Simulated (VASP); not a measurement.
Input:

```
Sc
1.0
    1.66704    -2.88740     0.00000
    1.66704     2.88740     0.00000
    0.00000     0.00000     5.17416
Sc
2
Direct
  0.33333   0.66667   0.25000
  0.66667   0.33333   0.75000
```

Level of theory: PBE GGA with D3 dispersion (Becke-Johnson damping), VASP's PBE PAW potentials (set 64) (plane waves; VASP). Run with 520 eV cut-off, 13×13×7 Γ-centred mesh, first-order Methfessel-Paxton smearing of 0.10 eV, potentials Sc_sv.

**Question.** What does the run give for the energy per atom (σ→0), pressure, band gap (on the k-mesh) with the smallest direct gap where there is one?

**Answer.** 
```
Item                                                        Result
------------------------  ----------------------------------------
band gap (on the k-mesh)  none (metal, semimetal or under 0.01 eV)
energy per atom (σ→0)                               -6.632 eV/atom
pressure                                                 -3.11 GPa
```

Only differences to runs with the same potentials and settings are physical.

The compound is Sc in the hcp structure. This cell is one point of a volume scan, at 1.06 of the reference volume.
